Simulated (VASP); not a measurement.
Input of a VASP 6.6.1 run:

Contents of INCAR:

```
SYSTEM = Zr
PREC = Accurate ; ENCUT = 600
EDIFF = 1E-7 ; ISMEAR = 1
SIGMA = 0.1 ; LREAL = .FALSE.
LASPH = .TRUE. ; NELM = 80
ALGO = Normal ; ISIF = 4
LWAVE = .FALSE. ; LCHARG = .FALSE.
GGA = PE ; IVDW = 12
IBRION = 2 ; NSW = 40
EDIFFG = -0.01
```

The input KPOINTS:

```
regular mesh
0
G
  15 15 7
  0 0 0
```

POSCAR

```
Zr                                      
1.0
    3.1853593324     -0.0000000000      0.0000000000
   -1.5926796662      2.7586021020     -0.0000000000
    0.0000000000      0.0000000000      5.1104512015
  Zr            
     2
Direct
     0.3333333332999970    0.6666666667000030    0.2500000000000000
     0.6666666667000030    0.3333333332999970    0.7500000000000000
```

Potentials or basis: VASP PAW PBE potentials, release 64 (Zr_sv).

Command:

```console
$ cat potpaw_PBE.64/Zr_sv/POTCAR > POTCAR
$ mpirun -np 1 vasp_std > vasp.out
```

(1) Estimate the dispersion energy per atom.

(2) Estimate the band gap on the k mesh.

## Answers

(1) -0.549 eV.

(2) none (metal or under the smearing width).

Caveat: the relaxation stopped at its first step, so nothing moved.
